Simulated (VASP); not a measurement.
Energy against volume of LiCl (rock salt). Level of theory: MS2 meta-GGA, VASP's PBE PAW potentials (set 64) (plane waves; VASP 6.6.1). Run with 520 eV cut-off, 9×9×9 Γ-centred mesh, Gaussian smearing of 0.050 eV, potentials Li_sv Cl.

```csv
V (Å³/atom),E (eV/atom)
15.778,-6.66001
16.266,-6.66191
16.754,-6.66064
17.242,-6.65647
```

Task: Fit these four points and predict the energy of the run at 15.290 Å³/atom.

Result: A cubic in V^(−2/3), the third-order Birch-Murnaghan form, passes through the four points with V0 = 16.31 Å³/atom and B0 = 35 GPa, and gives -6.6547 eV/atom there. The run gave -6.6542 eV/atom, +0.5 meV/atom from the fit; all five points give B0 = 36 GPa.

The compound is LiCl in the rock salt structure. It was relaxed first.
